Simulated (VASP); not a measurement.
Output of a VASP run:

OUTCAR:
```
 ion  position               nearest neighbor table
   1  0.667  0.333  0.500-   4 2.00   4 2.00   4 2.00   3 2.01
   2  0.333  0.667  0.000-   3 2.00   3 2.00   3 2.00   4 2.01
   3  0.667  0.333  0.877-   2 2.00   2 2.00   2 2.00   1 2.01
   4  0.333  0.667  0.377-   1 2.00   1 2.00   1 2.00   2 2.01
  LATTYP: Found a hexagonal cell.
 ALAT       =     3.2690402482
 C/A-ratio  =     1.6273925659
 Subroutine PRICEL returns:
 Original cell was already a primitive cell.
 Subroutine GETGRP returns: Found 12 space group operations
The static configuration has the point symmetry C_3v.
 The point group associated with its full space group is C_6v.
The dynamic configuration has the point symmetry C_3v.
 Subroutine INISYM returns: Found 12 space group operations
 Subroutine IBZKPT returns following result:
 Found     30 irreducible k-points:

 Following reciprocal coordinates:
            Coordinates               Weight
  0.000000  0.000000  0.000000      1.000000
  0.125000  0.000000  0.000000      6.000000
  0.250000  0.000000  0.000000      6.000000
  0.375000  0.000000  0.000000      6.000000
  0.500000  0.000000  0.000000      3.000000
  0.125000  0.125000  0.000000      6.000000
  0.250000  0.125000  0.000000     12.000000
  0.375000  0.125000  0.000000     12.000000
  0.250000  0.250000  0.000000      6.000000
  0.375000  0.250000  0.000000      6.000000
  0.000000  0.000000  0.250000      2.000000
  0.125000  0.000000  0.250000     12.000000
  0.250000  0.000000  0.250000     12.000000
  0.375000  0.000000  0.250000     12.000000
  0.500000  0.000000  0.250000      6.000000
  0.125000  0.125000  0.250000     12.000000
  0.250000  0.125000  0.250000     24.000000
  0.375000  0.125000  0.250000     24.000000
  0.250000  0.250000  0.250000     12.000000
  0.375000  0.250000  0.250000     12.000000
  0.000000  0.000000  0.500000      1.000000
  0.125000  0.000000  0.500000      6.000000
  0.250000  0.000000  0.500000      6.000000
  0.375000  0.000000  0.500000      6.000000
  0.500000  0.000000  0.500000      3.000000
  0.125000  0.125000  0.500000      6.000000
  0.250000  0.125000  0.500000     12.000000
  0.375000  0.125000  0.500000     12.000000
  0.250000  0.250000  0.500000      6.000000
  0.375000  0.250000  0.500000      6.000000
   k-points           NKPTS =     30   k-points in BZ     NKDIM =     30   number of bands    NBANDS=     22
   number of dos      NEDOS =    301   number of ions     NIONS =      4
   total plane-waves  NPLWV =  23040
   dimension x,y,z NGX =    24 NGY =   24 NGZ =   40
   dimension x,y,z NGXF=    48 NGYF=   48 NGZF=   80
   ions per type =               2   2
   PREC   = accura    normal or accurate (medium, high low for compatibility)
   ISTART =      0    job   : 0-new  1-cont  2-samecut
   ICHARG =      2    charge: 1-file 2-atom 10-const
   ISPIN  =      1    spin polarized calculation?
   LNONCOLLINEAR =      F non collinear calculations
   LSORBIT =      F    spin-orbit coupling
   INIWAV =      1    electr: 0-lowe 1-rand  2-diag
   ENCUT  =  520.0 eV  38.22 Ry    6.18 a.u.   6.08  6.08  9.89*2*pi/ulx,y,z
   NELM   =    100;   NELMIN=  2; NELMDL= -5     # of ELM steps
   EDIFF  = 0.1E-06   stopping-criterion for ELM
   LREAL  =      F    real-space projection
   NLSPLINE    = F    spline interpolate recip. space projectors
   LMAXMIX     =    4 max onsite mixed and CHGCAR
   VOSKOWN=      0    Vosko Wilk Nusair interpolation
   EDIFFG = -.1E-01   stopping-criterion for IOM
   NSW    =     30    number of steps for IOM
   NBLOCK =      1;   KBLOCK =     30    inner block; outer block
   IBRION =      2    ionic relax: 0-MD 1-quasi-New 2-CG
   NFREE  =      1    steps in history (QN), initial steepest desc. (CG)
   ISIF   =      4    stress and relaxation
   ISYM   =      2    0-nonsym 1-usesym 2-fastsym
   TEIN   =    0.0    initial temperature
   TEBEG  =    0.0;   TEEND  =   0.0 temperature during run
   SMASS  =  -3.00    Nose mass-parameter (am)
...
```

OSZICAR:
```
       N       E                     dE             d eps       ncg     rms          rms(c)
DAV:   1     0.263794025313E+03    0.26379E+03   -0.18762E+04  1326   0.303E+03
DAV:   2    -0.571001243274E+01   -0.26950E+03   -0.26175E+03  1468   0.546E+02
DAV:   3    -0.387986983652E+02   -0.33089E+02   -0.32863E+02  1512   0.157E+02
DAV:   4    -0.400724992353E+02   -0.12738E+01   -0.12699E+01  1832   0.325E+01
DAV:   5    -0.400896764376E+02   -0.17177E-01   -0.17167E-01  1490   0.349E+00    0.867E+00
DAV:   6    -0.448759077096E+02   -0.47862E+01   -0.93484E+00  2180   0.431E+01    0.432E+00
DAV:   7    -0.435890541681E+02    0.12869E+01   -0.24516E+00  2100   0.248E+01    0.135E+00
DAV:   8    -0.439093569592E+02   -0.32030E+00   -0.10506E+00  1512   0.108E+01    0.114E+00
DAV:   9    -0.433250705287E+02    0.58429E+00   -0.26858E-01  1468   0.702E+00    0.612E-01
DAV:  10    -0.438395802617E+02   -0.51451E+00   -0.27097E-01  1536   0.830E+00    0.235E-01
DAV:  11    -0.439486718003E+02   -0.10909E+00   -0.33152E-02  1600   0.190E+00    0.171E-01
DAV:  12    -0.439414690104E+02    0.72028E-02   -0.15771E-03  1658   0.397E-01    0.156E-01
DAV:  13    -0.439617452823E+02   -0.20276E-01   -0.44457E-03  1812   0.115E+00    0.528E-02
DAV:  14    -0.439652808071E+02   -0.35355E-02   -0.40675E-03  1560   0.667E-01    0.350E-02
DAV:  15    -0.439665157606E+02   -0.12350E-02   -0.97043E-04  1542   0.296E-01    0.625E-02
DAV:  16    -0.439665459167E+02   -0.30156E-04   -0.35214E-04  1940   0.392E-01    0.727E-03
DAV:  17    -0.439665405356E+02    0.53811E-05   -0.50793E-05  1412   0.705E-02    0.667E-03
DAV:  18    -0.439665784930E+02   -0.37957E-04   -0.23582E-05  1436   0.626E-02    0.300E-03
DAV:  19    -0.439665862267E+02   -0.77337E-05   -0.19152E-06  1744   0.138E-02    0.219E-03
DAV:  20    -0.439665840336E+02    0.21931E-05   -0.12920E-06  1480   0.135E-02    0.179E-03
DAV:  21    -0.439665877011E+02   -0.36674E-05   -0.49439E-07  1390   0.132E-02    0.818E-04
DAV:  22    -0.439665869954E+02    0.70563E-06   -0.58761E-08   828   0.370E-03    0.791E-04
DAV:  23    -0.439665875204E+02   -0.52499E-06   -0.22796E-08   684   0.366E-03    0.352E-04
DAV:  24    -0.439665873152E+02    0.20519E-06   -0.21290E-08   660   0.156E-03    0.494E-05
DAV:  25    -0.439665874255E+02   -0.11031E-06   -0.89276E-09   660   0.930E-04    0.934E-05
DAV:  26    -0.439665874170E+02    0.85847E-08   -0.19259E-09   660   0.455E-04
   1 F= -.43966587E+02 E0= -.43966587E+02  d E =-.439666E+02
       N       E                     dE             d eps       ncg     rms          rms(c)
DAV:   1    -0.439665807768E+02    0.66487E-05   -0.50529E-03  1320   0.558E-01    0.234E-02
DAV:   2    -0.439666006932E+02   -0.19916E-04   -0.24776E-04  1584   0.164E-01    0.137E-02
DAV:   3    -0.439665984122E+02    0.22809E-05   -0.15965E-05  1904   0.446E-02    0.480E-03
DAV:   4    -0.439665969726E+02    0.14396E-05   -0.38558E-06  2044   0.220E-02    0.142E-03
DAV:   5    -0.439665981112E+02   -0.11386E-05   -0.10864E-06  1350   0.124E-02    0.659E-04
DAV:   6    -0.439665978447E+02    0.26645E-06   -0.30946E-07  1094   0.584E-03    0.376E-04
DAV:   7    -0.439665983526E+02   -0.50790E-06   -0.48650E-08   666   0.239E-03    0.103E-04
DAV:   8    -0.439665982528E+02    0.99797E-07   -0.52187E-09   660   0.967E-04
   2 F= -.43966598E+02 E0= -.43966598E+02  d E =-.108359E-04
```

### OUTCAR
```
------------------------ aborting loop because EDIFF is reached ----------------------------------------
  FORCE on cell =-STRESS in cart. coord.  units (eV):
  Direction    XX          YY          ZZ          XY          YZ          ZX
  --------------------------------------------------------------------------------------
  Total       -2.8737107     -2.8737107     -2.8971294      0.0000000      0.0000000      0.0000000
  in kB      -93.5125427    -93.5125403    -94.2746038      0.0000000      0.0000000      0.0000000
  external PRESSURE =     -93.7665623 kB  Pullay stress =       0.0000000 kB
  volume of cell :       49.24
      direct lattice vectors                 reciprocal lattice vectors
     1.634374121 -2.830818979 -0.000000000     0.305927507 -0.176627331  0.000000000
     1.634374121  2.830818979  0.000000000     0.305927507  0.176627331  0.000000000
     0.000000000  0.000000000  5.320962449     0.000000000 -0.000000000  0.187935925
  FREE ENERGIE OF THE ION-ELECTRON SYSTEM (eV)
  ---------------------------------------------------
  free  energy   TOTEN  =       -43.9665982528 eV

  energy  without entropy=      -43.9665982528  energy(sigma->0) =      -43.96659825

 reached required accuracy - stopping structural energy minimisation
```
(Selected blocks of OUTCAR.)

File POSCAR:
```
GaN
1
    1.6345201412    -2.8310718911     0.0000000000
    1.6345201412     2.8310718911     0.0000000000
    0.0000000000     0.0000000000     5.3200117977
Ga N
2 2
Direct
  0.6666670000   0.3333330000   0.5000491572
  0.3333330000   0.6666670000   0.0000491572
  0.6666670000   0.3333330000   0.8769508428
  0.3333330000   0.6666670000   0.3769508428
```

Task: Reconstruct the remaining input files.

Result: One answer among several that fit: the input of the run itself, TPSS meta-GGA, plane waves, VASP's PBE PAW potentials (set 64).

INCAR:
```
! general
SYSTEM   =  GaN
PREC     =  Accurate
ENCUT    =  520
LREAL    =  .FALSE.
LASPH    =  .TRUE.

! electronic loop
EDIFF    =  1E-7
NELM     =  100
ALGO     =  Normal
LMAXMIX  =  4
LMIXTAU  =  .TRUE.

! smearing
ISMEAR   =  0
SIGMA    =  0.05

! functional
METAGGA  =  TPSS

! ions
IBRION   =  2
NSW      =  30
ISIF     =  4
EDIFFG   =  -0.01

! output
LWAVE    =  .FALSE.
LCHARG   =  .FALSE.
```

KPOINTS:
```
Automatic mesh
0
Gamma
8 8 4
0 0 0
```

POTCAR, in this order: Ga_d N (PBE.64 set). Program: vasp_std.

The compound is GaN in the wurtzite structure. This cell is one point of a volume scan, at 1.06 of the reference volume. Symmetry was kept, so distortions that lower it aren't found.
